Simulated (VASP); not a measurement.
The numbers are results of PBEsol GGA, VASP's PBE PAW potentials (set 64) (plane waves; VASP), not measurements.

VASP ran on this input.

### INCAR
```
SYSTEM = Pr
PREC = Accurate
ENCUT = 480
EDIFF = 1E-7
NELM = 100
ALGO = Normal
LREAL = .FALSE.
LASPH = .TRUE.
ISMEAR = 1
SIGMA = 0.1
GGA = PS
LMAXMIX = 6
LWAVE = .FALSE.
LCHARG = .FALSE.
ISIF = 2
```

### KPOINTS
```
Automatic mesh
0
Gamma
10 10 4
0 0 0
```

**POSCAR**
```
Pr
1
    3.6540649835     0.0000000000     0.0000000000
   -1.8270324918     3.1645133974     0.0000000000
    0.0000000000     0.0000000000    11.7881732661
Pr
4
Direct
  0.0000000000   0.0000000000   0.0000000000
  0.0000000000   0.0000000000   0.5000000000
  0.3333330000   0.6666670000   0.2500000000
  0.6666670000   0.3333330000   0.7500000000
```

POTCAR, in this order: Pr_3 (PBE.64 set). Program: vasp_std.

The 4f electrons are frozen in the core of the lanthanide potential, so 4f levels, which can set the real gap, and their magnetism are missing.

Q: What does the run give for the energy per atom (σ→0), band gap (on the k-mesh)?

A: 
```yaml
energy per atom (σ→0): -5.186 eV/atom
band gap (on the k-mesh): none (metal, semimetal or under 0.01 eV)
```

### OSZICAR
```
...
DAV:   9    -0.207450515665E+02   -0.21047E-03   -0.67501E-03  2496   0.726E-01    0.232E-01
DAV:  10    -0.207449233522E+02    0.12821E-03   -0.15225E-03  2466   0.341E-01    0.754E-03
DAV:  11    -0.207449308675E+02   -0.75153E-05   -0.78930E-05  3232   0.372E-02    0.620E-03
DAV:  12    -0.207449309582E+02   -0.90689E-07   -0.17986E-06  2870   0.723E-03    0.556E-03
DAV:  13    -0.207449305854E+02    0.37280E-06   -0.12401E-07  1944   0.278E-03    0.411E-03
DAV:  14    -0.207449299915E+02    0.59383E-06   -0.18490E-06  2608   0.105E-02    0.161E-03
DAV:  15    -0.207449299518E+02    0.39717E-07   -0.16973E-07  1936   0.240E-03
   1 F= -.20744930E+02 E0= -.20745076E+02  d E =0.438278E-03
```

The structure comes from a computed database's Pr entry (P6_3/mmc); how it stands against other phases isn't given here. It was relaxed first, which changed the volume by -7 %.
